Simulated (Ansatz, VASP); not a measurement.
# Cross-check of CO2 between VASP and Ansatz, part 2 of 2

One calculation is typed for both programs; each brings its own data sets. How far apart do they land? The cell is taken from a series of runs on this material, whose earlier steps may have relaxed, scaled, displaced or heated it; both programs get it as it stands.

VASP 6.6.1 and Ansatz 0.2.0.

So far: Starting point; VASP: zone-centre phonons, LDA.

## 3. Ansatz: zone-centre phonons, LDA

Level of this step: Ansatz beside VASP: Kohn-Sham DFT, plane waves, LDA (Ansatz).

Ansatz runs on its default PAW (the set named soft_2) files.

The same cell, functional (in two slightly different forms) and mesh now go to Ansatz, which takes its cutoff from its data sets.

The input, input.yaml:

```yaml
crystal:
  lattice:
    - [-1.9342443867, 1.9342443867, 2.9473050448]
    - [1.9342443867, -1.9342443867, 2.9473050448]
    - [1.9342443867, 1.9342443867, -2.9473050448]
  atoms:
    - { symbol: C, position: [0.75, 0.25, 0.5] }
    - { symbol: C, position: [0.0, 0.0, 0.0] }
    - { symbol: O, position: [0.7059045224, 0.125, 0.0809045224] }
    - { symbol: O, position: [0.0440954776, 0.625, 0.9190954776] }
    - { symbol: O, position: [0.375, 0.2940954776, 0.4190954776] }
    - { symbol: O, position: [0.875, 0.9559045224, 0.5809045224] }
kpoints:
  mp_grid: { grid: [8, 8, 8] }
hamiltonian:
  xc: lda
scf:
  occupations: { method: fixed }
output:
  eigenvalues: true
phonons:
  method: dfpt
```

The run is started by

```
ansatz run input.yaml --threads 8 --pin off --max-ram 14336MiB --backend cpu --events-out ev --progress --plain --runs-dir out
```

Numbers of over 12 decimals in the logs are rounded to 6 here.

The program printed:

```text
Engine: ansatz 0.2.0, x86_64-unknown-linux-gnu
Pseudopotentials: kind: paw
Pseudopotential: C, paw, valence charge 4, recommended cutoff 420 eV (normal), C.paw.azcp
Pseudopotential: O, paw, valence charge 6, recommended cutoff 420 eV (normal), O.paw.azcp
Functional definition: SPW92
  exchange = slater_x
  correlation = pw_c
Crystal: 6 atoms, lattice volume = 44.107 Å³
Basis set: ecut = 420 eV, 901 PW (Γ), exchange–correlation on 64×64×64 points (8 copies of the dense FFT grid, shifted against one another)
Bands: 22, of which v1, the nominal top of the filled ones, is band 16 counted from 1 (15 counted from 0)
Symmetry: 8 space group operations
k-points: 260 of 512 (irreducible under 1 space group operation, time reversal used)
Non-local potential: C, projectors of the file, l = 0: 2, l = 1: 2, l = 2: 1
Non-local potential: O, projectors of the file, l = 0: 2, l = 1: 2, l = 2: 1
PAW form: soft (Blöchl's): semilocal exchange-correlation on the pseudo side does not see the compensation charge
PAW frozen core: C, regenerated for the run's functional, and the local potential with it (the file was generated under x = pbe(κ = 0.804, μ = 0.219515), c = pbe(β = 0.066725))
PAW frozen core: O, regenerated for the run's functional, and the local potential with it (the file was generated under x = pbe(κ = 0.804, μ = 0.219515), c = pbe(β = 0.066725))
PAW one-centre angular grid: C, 110 points (default); XC on 64 Gauss nodes
PAW one-centre angular grid: O, 110 points (default); XC on 64 Gauss nodes
Initial density: superposition of atomic densities (neutral atoms: chi_scale 0, normalization atom), corrected by the library's trained network
Initial wavefunctions: pseudopotential atomic-orbital guess
Functional: x = slater, c = lda
SCF iter   1: F=—  HF=-2703.109886 eV  |F-HF|=—  |Δ(HF+E_count)|=         —  Δρ=1.14e-2  dr2=4.38e-2  ethr=1.77e-3  ⟨swp⟩=5.0  Hψ=21854  notcnv=0  defer=1010
preconditioner: auto → none  [insulator: Δε(μ)=7.537 eV  Ē_g=19.439 eV  n_scr=14 (ndim 8)  ℏωp=31.6 eV  f_vac=0.021  ε∞_Penn≈3.6]
SCF iter   2: F=—  HF=-2703.096139 eV  |F-HF|=—  |Δ(HF+E_count)|=   1.37e-2  Δρ=3.92e-3  dr2=3.11e-3  ethr=1.37e-4  ⟨swp⟩=2.4  Hψ=11308  notcnv=0  defer=1037
SCF iter   3: F=—  HF=-2703.095337 eV  |F-HF|=—  |Δ(HF+E_count)|=   8.02e-4  Δρ=1.67e-3  dr2=6.39e-4  ethr=9.73e-6  ⟨swp⟩=2.0  Hψ=9608  notcnv=0  defer=1037
SCF iter   4: F=—  HF=-2703.095194 eV  |F-HF|=—  |Δ(HF+E_count)|=   1.43e-4  Δρ=4.97e-4  dr2=2.43e-5  ethr=2.00e-6  ⟨swp⟩=2.0  Hψ=8844  notcnv=0  defer=705
SCF iter   5: F=—  HF=-2703.095189 eV  |F-HF|=—  |Δ(HF+E_count)|=   4.62e-6  Δρ=3.47e-5  dr2=1.19e-7  ethr=7.59e-8  ⟨swp⟩=2.0  Hψ=9398  notcnv=0  defer=483
SCF iter   6: F=—  HF=-2703.095189 eV  |F-HF|=—  |Δ(HF+E_count)|=   3.51e-9  Δρ=6.55e-6  dr2=4.26e-9  ethr=3.71e-10  ⟨swp⟩=2.2  Hψ=8044  notcnv=0  defer=483
SCF iter   7: F=-2703.095189 eV  HF=-2703.095189 eV  |F-HF|=1.09e-11  |Δ(HF+E_count)|=   1.40e-9  Δρ=4.21e-7  dr2=2.72e-11  ethr=1.00e-12  ⟨swp⟩=11.2  Hψ=39134  notcnv=0
SCF 1 converged in 7 iterations: F = -2703.095189 eV  dr2 = 2.72e-11
  greatest PAW one-centre occupation: 0.860 electrons in one spin orbital (limit 2), on the O atom at site 5 (counted from 0), in its partial waves of l = 0
DFPT response loops at Γ: preconditioner auto → none (the input reference at scf.mixing.eps_inf says where Resta's filter doesn't serve); β = 0.50; Broyden in place of MSR1
SCF converged after 7 iterations
Free energy (F): -2703.095189 eV
Harris-Foulkes:  -2703.095189 eV  (|F-HF|=1.09e-11)
Internal energy: -2703.095189 eV  (E = F + TS)
E sigma→0 (E₀):  -2703.095189 eV
Fermi energy:    5.571635 eV
--- Per-component energies (eV) ---
  E_band       = -103.004374
  E_kinetic    = 883.759031
  E_local      = -1710.291219  (includes V_loc(G=0)·N_el)
  E_nonlocal   = 255.159976
  E_hartree    = 560.544101
  E_xc         = -382.507486
  E_vxc        = -487.932920  (∫ρ·V_xc dr)
  E_paw        = -774.248237  (= ΣΔE_a)
  E_vpaw       = -164.797881  (= ΣTr[D̂ρ^β])
  E_aug_tail   = 0.010363  (compensation charges beyond the density's cutoff)
  E_ewald      = -1536.035069
  E_core_change = 0.513351  (= ΣΔE_core)
  E_smearing   = -0.000000  (= −TS)
  E_closure    = -0.000000  (closes the sum)
  Σ components = -2703.095189   (vs F -2703.095189, Δ=0.00e0)
--- Band table (eV; the first three rows and the last of 260) ---
  k-point 0: bands = [... 12 lower, 4.1975, 4.6514, 4.6514, 5.1172, 13.1720, 15.2101, 15.2101, 15.5334, ... 2 higher]
  k-point 1: bands = [... 12 lower, 4.3377, 4.3722, 4.5438, 4.9328, 13.3964, 15.2129, 15.3491, 15.8979, ... 2 higher]
  k-point 2: bands = [... 12 lower, 4.2875, 4.3219, 4.6926, 4.8535, 13.8107, 15.2012, 15.9044, 16.1886, ... 2 higher]
  k-point 259: bands = [... 12 lower, 2.6048, 2.6048, 5.5174, 5.5174, 14.5956, 14.5956, 16.6990, 16.6990, ... 2 higher]
--- Phonons (Γ-DFPT): 5 representative perturbations + reference, on 260 of 512 k-points (Σ response iterations 16) ---
  k mesh reduced under 1 symmetry operation, with k and −k counted as one. Each operation leaves every solved perturbation unchanged. A smaller set is not used because it would not reduce the number of displacements times k-points to solve
  ASR residual: 1.827e-4 → 0.000e0 eV/Å²; symmetrization residual: 1.382e-6 eV/Å²
  ASR residual per site (eV/Å²): 1.83e-4 1.83e-4 7.46e-5 7.46e-5 7.46e-5 7.46e-5
  Γ frequencies (cm⁻¹): 0.00 0.00 0.00 354.70 354.70 548.08 661.73 706.30 799.88 865.94 865.94 923.15 923.15 940.88 1082.76 1082.76 1108.90 1116.77
  non-analytic LO–TO correction: not included (Born effective charges unavailable; polar crystals: no LO–TO splitting at Γ)
```

In the SCF lines HF is the Harris–Foulkes energy and dr2 the Hartree energy of the density residual, in eV; the loop may stop once dr2 is under the threshold and the program's other checks hold. Hψ counts applications of the Hamiltonian.

## 4. Differences

Known differences besides the potentials themselves: the two LDA forms differ slightly; fixed occupations in Ansatz, narrow Gaussian smearing in VASP; the cutoff is 420 eV in Ansatz and 600 eV in VASP; VASP's log shows a relativistic correction to its local exchange, Ansatz's none. Total energies have different zeros and are not compared.

Compared:

```csv
quantity,Ansatz,VASP,difference
optical mode 1 to 2 (cm⁻¹),354.7,350.5,+1.21 %
optical mode 3 (cm⁻¹),548.1,546.1,+0.37 %
optical mode 4 (cm⁻¹),661.7,657.5,+0.65 %
optical mode 5 (cm⁻¹),706.3,702.1,+0.60 %
optical mode 6 (cm⁻¹),799.9,796.0,+0.49 %
optical mode 7 to 8 (cm⁻¹),865.9,860.8,+0.60 %
optical mode 9 to 10 (cm⁻¹),923.1,948.8,-2.70 %
optical mode 11 (cm⁻¹),940.9,962.1,-2.20 %
optical mode 12 to 13 (cm⁻¹),1082.8,1085.3,-0.23 %
optical mode 14 (cm⁻¹),1108.9,1118.5,-0.86 %
optical mode 15 (cm⁻¹),1116.8,1120.8,-0.36 %
```

Modes are paired by rising frequency, not by their patterns, so a pair may set unlike modes beside each other; they are those without the splitting of longitudinal modes.

## 5. Results

| Quantity | Value |
| --- | --- |
| r.m.s. difference of the optical zone-centre modes, each program's sorted by frequency (zone-centre phonons, LDA) | 12 cm⁻¹ |
| difference in optical mode 9 to 10 (zone-centre phonons, LDA) | -2.7 % |

What this shows: The r.m.s. difference of the optical zone-centre modes, each program's sorted by frequency is 12 cm⁻¹ (zone-centre phonons, LDA). Among the rows given in per cent, the largest difference of the zone-centre phonons, LDA pair is in optical mode 9 to 10, -2.7 %. Such differences can come from data sets, numerical settings and the points named under the comparisons, not from the functional's error against experiment.

[Lines on the potential files, build, host, timing and source positions are cut from VASP's logs without a mark.]

[Logs are printed without paths, hosts, clocks, repeated set-up lines and the standing remarks that a program may print on its own settings, such as how far it seeks lower states.]

[Hosts, paths, dates, database ids (printed as entryN), source tags and the programs' standing remarks are cut or masked in the printed files.]
